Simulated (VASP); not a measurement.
Consider the following.

```
Li2O
1.0
    0.00000     2.28848     2.28848
    2.28848     0.00000     2.28848
    2.28848     2.28848     0.00000
Li O
2 1
Direct
  0.25000   0.25000   0.25000
  0.75000   0.75000   0.75000
  0.00000   0.00000   0.00000
```

Level of theory: r2SCAN meta-GGA, VASP's PBE PAW potentials (set 64) (plane waves; VASP). Run with 520 eV cut-off, 11×11×11 Γ-centred mesh, tetrahedra with Blöchl corrections, potentials Li_sv O.

Problem. Give the energies of bands 4 to 7 at the high-symmetry points, in eV from the valence-band maximum.

Solution. 
```json
[
 {"band": "4", "Γ": "0.00", "X": "-1.58", "U": "-2.04", "L": "-2.79", "W": "-1.85"},
 {"band": "5", "Γ": "0.00", "X": "-1.43", "U": "-1.50", "L": "-0.46", "W": "-1.50"},
 {"band": "6", "Γ": "0.00", "X": "-1.43", "U": "-1.12", "L": "-0.46", "W": "-1.50"},
 {"band": "7", "Γ": "6.32", "X": "5.72", "U": "7.36", "L": "10.27", "W": "7.98"}
]
```

The gap is indirect, 5.72 eV, from the valence maximum at Γ to the conduction minimum at X.

Measured: gap 8.00 eV (computed value off by -2.28 eV), as given by Das et al., (2018), arXiv:1807.05623.

The compound is Li2O in the antifluorite structure. It was relaxed first.
